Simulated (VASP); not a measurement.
PmTe:

```
CELL_PARAMETERS angstrom
4.18125 0.00000 0.00000
-2.09062 3.62107 0.00000
0.00000 0.00000 4.08069
ATOMIC_POSITIONS crystal
Pm 0.00000 0.00000 0.00000
Te 0.66667 0.33333 0.50000
```

The cell comes from a database or a generator and needn't be the stable form of this composition.

Base run:

- Program: VASP 6.6.1
- Functional: PBE
- Potentials or basis: VASP PAW PBE potentials, release 64 (Pm, Te)
- Cutoff: 520 eV
- k mesh: 5 × 5 × 5
- Occupations: gaussian, width 0.05 eV
- Spin: collinear spin, ferromagnetic start
- Starting moments: [4.0, 0.0] μB
- Hubbard terms: Pm f U = 3 eV

Its results: band gap on the k mesh none (metal or under the smearing width); pressure 7.9 GPa; net moment 4.98 μB per cell; site moments Pm +4.70; Te -0.06 μB.

Q: The run is repeated on the same cell with these changes: hubbard terms from Pm f U = 3 eV to Pm f U = 5 eV. What comes out?

A: Band gap on the k mesh none (metal or under the smearing width); pressure 3.4 GPa; net moment 4.93 μB per cell; site moments Pm +4.33; Te -0.06 μB.

Caveats: the magnetic or orbital state may not be the lowest; spin-orbit coupling is left out, which moves the levels of the heavy elements; the U is typed as a test and isn't derived for this compound.

Not every run made on this cell is shown here.
